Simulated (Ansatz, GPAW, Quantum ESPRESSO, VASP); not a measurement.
# MgS (Fm-3m, 2 atoms in the cell) computed with different codes at matched settings

Self-consistent single point.

```yaml
crystal:
  lattice:
    - [0.00000, 2.58050, 2.58050]
    - [2.58050, 0.00000, 2.58050]
    - [2.58050, 2.58050, 0.00000]
  atoms:
    - { symbol: Mg, position: [0.00000, 0.00000, 0.00000] }
    - { symbol: S, position: [0.50000, 0.50000, 0.50000] }
```

All programs got the same cell, k-point mesh and kind of occupations (in Ansatz's words: kpoints.mp_grid.grid = 9 9 9; scf.occupations.method = fermi_dirac; scf.occupations.width = 0.0007 Ry); potentials, basis and cutoffs are each program's usual ones.

```tsv
code	model	pressure (GPa)	gap on the mesh (eV)	cutoff
VASP	PBE, VASP's PBE PAW potentials (set 64)	2.73	2.965	300 eV
Ansatz	PBE, default PAW files	3.18	2.972	30.9 Ry
GPAW	PBE, GPAW PAW datasets PBE (gpaw-data 1.0.1)	3.08	2.976	800 eV
Quantum ESPRESSO	PBE, PseudoDojo standard norm-conserving (PBE) pseudopotentials	3.24	2.969	85 Ry
```

Gaps are read on the mesh. Another mesh or the band path gives a smaller gap, so these values are not converged in the mesh.

The spread over the programs that give each value: pressure within 0.51 GPa; gap on the mesh within 0.011 eV.

The starting cell has typed, rounded lattice constants, without a prior relaxation at this level. Its lattice was rescaled by a random factor within 2.5 % of one. On Ansatz's run: In the base run, with a pressure of about 3 GPa the cell is away from its equilibrium volume at this level. Another mesh or the band path of this cell gives a smaller gap, so this value is not converged in the mesh.

Q: Why do the programs differ, and what cannot be compared?

A: Differences of this kind can come from the potentials, where these differ, and from what each basis and cutoff leave unconverged. The valence holds different numbers of electrons (VASP 8, Ansatz (a quantum-chemistry and plane-wave program) 16, GPAW 16, Quantum ESPRESSO 16). The zero of total energies and Fermi levels follows the potentials and each program's conventions, so they are not compared here. Ansatz's pressure is given at a fixed set of plane waves, as the other plane-wave codes print theirs. Ansatz's smearing width was typed in Ry to four decimals, so it matches the others to a few per cent.

VASP's run is marked for a possible Pulay error in its stress at this cutoff; no cutoff test was made.

Left out of this page: ABINIT, CP2K, Elk, FLEUR and SIESTA (not drawn, or without a comparable value).

Keys are those of Ansatz 0.2.
